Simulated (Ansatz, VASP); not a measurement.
# Al6Si in two plane-wave programs, part 2 of 2

Wanted: the spread between two codes on one cell, functional and k mesh. The cell is generated by rule, not measured, and may not be a known phase. The cell is taken from a series of runs on this material, whose earlier steps may have relaxed, scaled, displaced or heated it; both programs get it as it stands.

VASP 6.6.1 and Ansatz 0.2.0.

So far: Set-up; Ansatz: zone-centre phonons, PBEsol; VASP: zone-centre phonons, PBEsol.

### 3. VASP: zone-centre phonons, PBEsol (continued)

Level of this step: PBEsol; plane waves and PAW (Si, Al); invented cell (VASP).

Numbers of over 12 decimals in the logs are rounded to 6 here.

From OUTCAR (step 3):

```text
ion  position               nearest neighbor table
   1  0.000  0.000  0.000-   2 2.62   4 2.62   7 2.65   3 2.65   5 2.65   6 2.65   6 3.19   7 3.19
                             3 3.19   5 3.19
   2  0.327  0.327  0.766-   1 2.62   5 2.71   6 2.71   4 2.77   5 2.77   6 2.77   3 2.79   7 2.79
                             3 2.85   7 2.85
   3  0.136  0.507  0.272-   1 2.65   4 2.71   5 2.74   5 2.76   4 2.77   6 2.78   2 2.79   2 2.85
                             7 3.01   1 3.19
   4  0.673  0.673  0.234-   1 2.62   3 2.71   7 2.71   2 2.77   7 2.77   3 2.77   6 2.79   5 2.79
                             5 2.85   6 2.85
   5  0.864  0.493  0.728-   1 2.65   2 2.71   3 2.74   3 2.76   2 2.77   7 2.78   4 2.79   4 2.85
                             6 3.01   1 3.19
   6  0.493  0.864  0.728-   1 2.65   2 2.71   7 2.74   7 2.76   2 2.77   3 2.78   4 2.79   4 2.85
                             5 3.01   1 3.19
   7  0.507  0.136  0.272-   1 2.65   4 2.71   6 2.74   6 2.76   4 2.77   5 2.78   2 2.79   2 2.85
                             3 3.01   1 3.19

  LATTYP: Found a base centered monoclinic cell.
 ALAT       =     6.4945767126
 B/A-ratio  =     1.2465960375
 C/A-ratio  =     0.7336023700
 COS(beta)  =    -0.2346058634

 Subroutine GETGRP returns: Found  4 space group operations
 (whereof  4 operations were pure point group operations)

The static configuration has the point symmetry C_2h.

 Found     68 irreducible k-points:

   k-points           NKPTS =     68   k-points in BZ     NKDIM =     68   number of bands    NBANDS=     18

   dimension x,y,z NGX =    40 NGY =   40 NGZ =   36
   dimension x,y,z NGXF=    80 NGYF=   80 NGZF=   72

   ENCUT  =  500.0 eV  36.75 Ry    6.06 a.u.   9.46  9.46  8.69*2*pi/ulx,y,z

   NELECT =      22.0000    total number of electrons

 k-points in reciprocal lattice and weights: Automatic mesh
   0.00000000  0.00000000  0.00000000       0.005
   0.16666667  0.00000000 -0.00000000       0.019
   0.33333333 -0.00000000  0.00000000       0.019
   0.50000000  0.00000000  0.00000000       0.009
   0.16666667  0.16666667 -0.00000000       0.009
   0.33333333  0.16666667  0.00000000       0.019
   0.50000000  0.16666667  0.00000000       0.019
  -0.33333333  0.16666667 -0.00000000       0.019
  -0.16666667  0.16666667  0.00000000       0.009
[...]
-----------------------------------------------------------------------------------
    total drift:                                0.000000      0.000000      0.000000

 Eigenvectors and eigenvalues of the dynamical matrix
 ----------------------------------------------------

   1 f  =   10.719633 THz    67.353441 2PiTHz  357.568470 cm-1    44.332820 meV
             X         Y         Z           dx          dy          dz
      0.000000  0.000000  0.000000     0.000000    0.000000   -0.000000
      1.266802  0.000000  3.549983     0.165926    0.000000   -0.322203
      1.785478  1.502524  1.259397     0.084114   -0.074166    0.414429
      4.109376  0.000000  1.082216    -0.165926   -0.000000    0.322203
      3.590700 -1.502524  3.372802    -0.084114    0.074166   -0.414429
      3.590700  1.502524  3.372802    -0.084114   -0.074166   -0.414429
      1.785478 -1.502524  1.259397     0.084114    0.074166    0.414429

   2 f  =   10.342183 THz    64.981851 2PiTHz  344.978082 cm-1    42.771812 meV
             X         Y         Z           dx          dy          dz
      0.000000  0.000000  0.000000     0.629899    0.000000    0.043098
      1.266802  0.000000  3.549983    -0.379224    0.000000    0.220222
      1.785478  1.502524  1.259397     0.029055   -0.196578   -0.121248
      4.109376  0.000000  1.082216    -0.379224    0.000000    0.220222
      3.590700 -1.502524  3.372802     0.029055   -0.196578   -0.121248
      3.590700  1.502524  3.372802     0.029055    0.196578   -0.121248
      1.785478 -1.502524  1.259397     0.029055    0.196578   -0.121248

   3 f  =   10.138088 THz    63.699483 2PiTHz  338.170204 cm-1    41.927743 meV
             X         Y         Z           dx          dy          dz
      0.000000  0.000000  0.000000     0.000000   -0.035468    0.000000
      1.266802  0.000000  3.549983    -0.000000   -0.531007    0.000000
      1.785478  1.502524  1.259397    -0.171203    0.274716   -0.062626
      4.109376  0.000000  1.082216    -0.000000   -0.531007    0.000000
      3.590700 -1.502524  3.372802    -0.171203    0.274716   -0.062626
      3.590700  1.502524  3.372802     0.171203    0.274716    0.062626
      1.785478 -1.502524  1.259397     0.171203    0.274716    0.062626

   4 f  =    9.389179 THz    58.993950 2PiTHz  313.189293 cm-1    38.830506 meV
             X         Y         Z           dx          dy          dz
      0.000000  0.000000  0.000000     0.000000   -0.000000    0.000000
      1.266802  0.000000  3.549983     0.000000   -0.502194    0.000000
      1.785478  1.502524  1.259397     0.225240   -0.242625   -0.119584
      4.109376  0.000000  1.082216    -0.000000    0.502194   -0.000000
      3.590700 -1.502524  3.372802    -0.225240    0.242625    0.119584
      3.590700  1.502524  3.372802     0.225240    0.242625   -0.119584
      1.785478 -1.502524  1.259397    -0.225240   -0.242625    0.119584

   5 f  =    9.336078 THz    58.660310 2PiTHz  311.418052 cm-1    38.610900 meV
             X         Y         Z           dx          dy          dz
      0.000000  0.000000  0.000000     0.000000   -0.000000   -0.000000
      1.266802  0.000000  3.549983    -0.435958   -0.000000   -0.171643
      1.785478  1.502524  1.259397    -0.222652    0.278073    0.115504
      4.109376  0.000000  1.082216     0.435958    0.000000    0.171643
      3.590700 -1.502524  3.372802     0.222652   -0.278073   -0.115504
      3.590700  1.502524  3.372802     0.222652    0.278073   -0.115504
      1.785478 -1.502524  1.259397    -0.222652   -0.278073    0.115504

   6 f  =    8.416199 THz    52.880537 2PiTHz  280.734176 cm-1    34.806586 meV
             X         Y         Z           dx          dy          dz
      0.000000  0.000000  0.000000    -0.000000   -0.000000    0.000000
      1.266802  0.000000  3.549983     0.000000    0.140019    0.000000
      1.785478  1.502524  1.259397     0.011684    0.102125   -0.479199
      4.109376  0.000000  1.082216     0.000000   -0.140019   -0.000000
      3.590700 -1.502524  3.372802    -0.011684   -0.102125    0.479199
      3.590700  1.502524  3.372802     0.011684   -0.102125   -0.479199
      1.785478 -1.502524  1.259397    -0.011684    0.102125    0.479199

   7 f  =    7.720944 THz    48.512123 2PiTHz  257.542974 cm-1    31.931245 meV
             X         Y         Z           dx          dy          dz
      0.000000  0.000000  0.000000     0.000000    0.414642   -0.000000
      1.266802  0.000000  3.549983    -0.000000    0.074445    0.000000
      1.785478  1.502524  1.259397    -0.233145   -0.142066   -0.360150
      4.109376  0.000000  1.082216     0.000000    0.074445    0.000000
      3.590700 -1.502524  3.372802    -0.233145   -0.142066   -0.360150
      3.590700  1.502524  3.372802     0.233145   -0.142066    0.360150
      1.785478 -1.502524  1.259397     0.233145   -0.142066    0.360150

   8 f  =    7.568855 THz    47.556519 2PiTHz  252.469830 cm-1    31.302255 meV
             X         Y         Z           dx          dy          dz
      0.000000  0.000000  0.000000    -0.414356   -0.000000   -0.508483
      1.266802  0.000000  3.549983    -0.290114   -0.000000    0.243164
      1.785478  1.502524  1.259397     0.250881    0.088211    0.008278
      4.109376  0.000000  1.082216    -0.290114   -0.000000    0.243164
      3.590700 -1.502524  3.372802     0.250881    0.088211    0.008278
      3.590700  1.502524  3.372802     0.250881   -0.088211    0.008278
      1.785478 -1.502524  1.259397     0.250881   -0.088211    0.008278

   9 f  =    6.907063 THz    43.398358 2PiTHz  230.394826 cm-1    28.565305 meV
             X         Y         Z           dx          dy          dz
      0.000000  0.000000  0.000000    -0.218647    0.000000    0.080160
      1.266802  0.000000  3.549983    -0.172343    0.000000   -0.389153
      1.785478  1.502524  1.259397     0.142130   -0.308840    0.174034
      4.109376  0.000000  1.082216    -0.172343    0.000000   -0.389153
      3.590700 -1.502524  3.372802     0.142130   -0.308840    0.174034
      3.590700  1.502524  3.372802     0.142130    0.308840    0.174034
      1.785478 -1.502524  1.259397     0.142130    0.308840    0.174034

  10 f  =    6.496277 THz    40.817311 2PiTHz  216.692469 cm-1    26.866430 meV
             X         Y         Z           dx          dy          dz
      0.000000  0.000000  0.000000     0.000000    0.000000    0.000000
      1.266802  0.000000  3.549983     0.072615    0.000000    0.516799
      1.785478  1.502524  1.259397     0.130120    0.236582    0.202289
      4.109376  0.000000  1.082216    -0.072615    0.000000   -0.516799
      3.590700 -1.502524  3.372802    -0.130120   -0.236582   -0.202289
      3.590700  1.502524  3.372802    -0.130120    0.236582   -0.202289
      1.785478 -1.502524  1.259397     0.130120   -0.236582    0.202289

  11 f  =    5.883516 THz    36.967223 2PiTHz  196.252977 cm-1    24.332257 meV
             X         Y         Z           dx          dy          dz
      0.000000  0.000000  0.000000     0.000000    0.000000   -0.000000
      1.266802  0.000000  3.549983    -0.488999   -0.000000    0.213242
      1.785478  1.502524  1.259397     0.082120   -0.297789    0.110825
      4.109376  0.000000  1.082216     0.488999    0.000000   -0.213242
      3.590700 -1.502524  3.372802    -0.082120    0.297789   -0.110825
      3.590700  1.502524  3.372802    -0.082120   -0.297789   -0.110825
      1.785478 -1.502524  1.259397     0.082120    0.297789    0.110825

  12 f  =    5.316347 THz    33.403591 2PiTHz  177.334235 cm-1    21.986633 meV
             X         Y         Z           dx          dy          dz
      0.000000  0.000000  0.000000     0.483681   -0.000000   -0.396002
      1.266802  0.000000  3.549983    -0.157403    0.000000   -0.269546
      1.785478  1.502524  1.259397    -0.044582    0.214690    0.235614
      4.109376  0.000000  1.082216    -0.157403   -0.000000   -0.269546
    [... 91 further lines ...]
      3.590700  1.502524  3.372802     0.149232   -0.249194   -0.088870
      1.785478 -1.502524  1.259397     0.149232   -0.249194   -0.088870

 ELASTIC MODULI CONTR FROM IONIC RELAXATION (kBar)
 Direction    XX          YY          ZZ          XY          YZ          ZX
 --------------------------------------------------------------------------------
 XX        -141.2084     88.1604    -56.7900      0.0000      0.0000    -33.5512
 YY          88.1604    -94.4502     10.7648     -0.0000     -0.0000     44.3164
 ZZ         -56.7900     10.7648   -149.5957     -0.0000      0.0000     -9.2572
 XY           0.0000     -0.0000     -0.0000   -523.9047    -61.1559     -0.0000
 YZ           0.0000     -0.0000     -0.0000    -61.1559    -21.4128     -0.0000
 ZX         -33.5512     44.3164     -9.2572     -0.0000     -0.0000    -66.8948
 --------------------------------------------------------------------------------
```

### 4. Side by side

Known differences besides the potentials themselves: the cutoff is 420 eV in Ansatz and 500 eV in VASP; Ansatz makes its cores anew for this functional, VASP keeps those of its PBE data sets. Total energies have different zeros and are not compared.

Both answers:

| quantity | Ansatz | VASP | difference |
| --- | --- | --- | --- |
| optical mode 1 (imaginary, printed as negative) (cm⁻¹) | -27.0 | -27.3 | +0.4 |
| optical mode 2 (cm⁻¹) | 84.7 | 84.9 | -0.28 % |
| optical mode 3 (cm⁻¹) | 103.6 | 104.1 | -0.47 % |
| optical mode 4 (cm⁻¹) | 113.9 | 114.4 | -0.41 % |
| optical mode 5 (cm⁻¹) | 147.9 | 148.5 | -0.37 % |
| optical mode 6 (cm⁻¹) | 167.3 | 167.8 | -0.26 % |
| optical mode 7 (cm⁻¹) | 176.8 | 177.3 | -0.29 % |
| optical mode 8 (cm⁻¹) | 195.7 | 196.3 | -0.29 % |
| optical mode 9 (cm⁻¹) | 216.0 | 216.7 | -0.31 % |
| optical mode 10 (cm⁻¹) | 229.6 | 230.4 | -0.35 % |
| optical mode 11 (cm⁻¹) | 251.6 | 252.5 | -0.35 % |
| optical mode 12 (cm⁻¹) | 256.7 | 257.5 | -0.32 % |
| optical mode 13 (cm⁻¹) | 279.6 | 280.7 | -0.41 % |
| optical mode 14 (cm⁻¹) | 310.7 | 311.4 | -0.24 % |
| optical mode 15 (cm⁻¹) | 312.3 | 313.2 | -0.28 % |
| optical mode 16 (cm⁻¹) | 337.2 | 338.2 | -0.29 % |
| optical mode 17 (cm⁻¹) | 344.0 | 345.0 | -0.28 % |
| optical mode 18 (cm⁻¹) | 356.6 | 357.6 | -0.26 % |

Modes are paired by rising frequency, not by their patterns, so a pair may set unlike modes beside each other; they are those without the splitting of longitudinal modes.

### 5. Outcome

- r.m.s. difference of the optical zone-centre modes, each program's sorted by frequency (zone-centre phonons, PBEsol): 0.73 cm⁻¹

What this shows: The r.m.s. difference of the optical zone-centre modes, each program's sorted by frequency is 0.73 cm⁻¹ (zone-centre phonons, PBEsol). Such differences can come from data sets, numerical settings and the points named under the comparisons, not from the functional's error against experiment.

[Lines on the potential files, build, host, timing and source positions are cut from VASP's logs without a mark.]

[Logs are printed without paths, hosts, clocks, repeated set-up lines and the standing remarks that a program may print on its own settings, such as how far it seeks lower states.]

[Hosts, paths, dates, database ids (printed as entryN), source tags and the programs' standing remarks are cut or masked in the printed files.]
